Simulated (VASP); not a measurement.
Here is the system:

```
CELL_PARAMETERS angstrom
      0.00000     2.39000     2.39000
      2.39000     0.00000     2.39000
      2.39000     2.39000     0.00000
ATOMIC_POSITIONS crystal
  B  0.00000 0.00000 0.00000
  As 0.25000 0.25000 0.25000
```

The numbers are results of PBE GGA, VASP's PBE PAW potentials (set 64) (plane waves; VASP 6.6.1), not measurements. Settings: PREC = Normal, 500 eV cut-off, 6×6×6 Γ-centred mesh, Gaussian smearing of 0.010 eV, potentials B_GW As_GW.

Problem. Give the stress tensor in GPa (positive for a compressed cell).

Solution. 
```
3.08  0.00  0.00
0.00  3.08  0.00
0.00  0.00  3.08
```
The pressure is its mean diagonal, 3.08 GPa.

The compound is BAs in the zinc blende structure. The cell was not relaxed at this level.
